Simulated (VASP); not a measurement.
Input:

```xyz
2
Lattice="0.0000 2.7172 2.7172 2.7172 0.0000 2.7172 2.7172 2.7172 0.0000" Properties=species:S:1:pos:R:3 pbc="T T T"
Si     0.0000     0.0000     0.0000
Si     1.3586     1.3586     1.3586
```

Calculation: revPBE GGA, VASP's PBE PAW potentials (set 64) (plane waves; VASP). Run with 520 eV cut-off, 8×8×8 Γ-centred mesh, Gaussian smearing of 0.050 eV, potentials Si.

Problem. Give the stress tensor in GPa (positive for a compressed cell).

Solution. 
```
2.82  0.00  0.00
0.00  2.82  0.00
0.00  0.00  2.82
```
The pressure is its mean diagonal, 2.82 GPa.

The compound is Si in the diamond structure. This cell is one point of a volume scan, at 0.97 of the reference volume.
